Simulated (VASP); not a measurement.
Data:

```
Cr
1.0
    2.80644     0.00000     0.00000
    0.00000     2.80644     0.00000
    0.00000     0.00000     2.80644
Cr
2
Direct
  0.00000   0.00000   0.00000
  0.50000   0.50000   0.50000
```
Starting moments (μB, in the order of the record's atoms Cr Cr): 1.1 -1.1.

All values below come from PBE GGA, VASP's PBE PAW potentials (set 64) (plane waves; VASP). Run with 520 eV cut-off, 13×13×13 Γ-centred mesh, first-order Methfessel-Paxton smearing of 0.10 eV, potentials Cr_pv.

Give the stress tensor in GPa (positive for a compressed cell).

```
14.41   0.00   0.00
 0.00  14.41   0.00
 0.00   0.00  14.41
```
The pressure is its mean diagonal, 14.41 GPa.

The compound is Cr in the bcc, AFM order structure. This cell is one point of a volume scan, at 0.94 of the reference volume.
